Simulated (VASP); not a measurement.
Consider the following.

```yaml
crystal:
  lattice:
    - [0.00000, 2.15634, 2.15634]
    - [2.15634, 0.00000, 2.15634]
    - [2.15634, 2.15634, 0.00000]
  atoms:
    - { symbol: Ru, position: [0.00000, 0.00000, 0.00000] }
    - { symbol: B, position: [0.50000, 0.50000, 0.50000] }
```

These are LDA (Ceperley-Alder, Perdew-Zunger), VASP's LDA PAW potentials (set 64) (plane waves; VASP 6.6.1) values and carry that method's errors. Numerical set-up: 520 eV cut-off, Gaussian smearing of 0.050 eV, potentials Ru_pv B.

Q: What does the run give for the band gap (along the path) with the smallest direct gap where there is one?

A: 
- band gap (along the path) = none (metal, semimetal or under 0.01 eV)

Only differences to runs with the same potentials and settings are physical.

The structure was generated: RuB was put into the rock salt type (Fm-3m), which need not be its known phase. It was relaxed first, which changed the volume by -35 %. The electron count is odd and the run is not spin-polarised, which forces a metal.
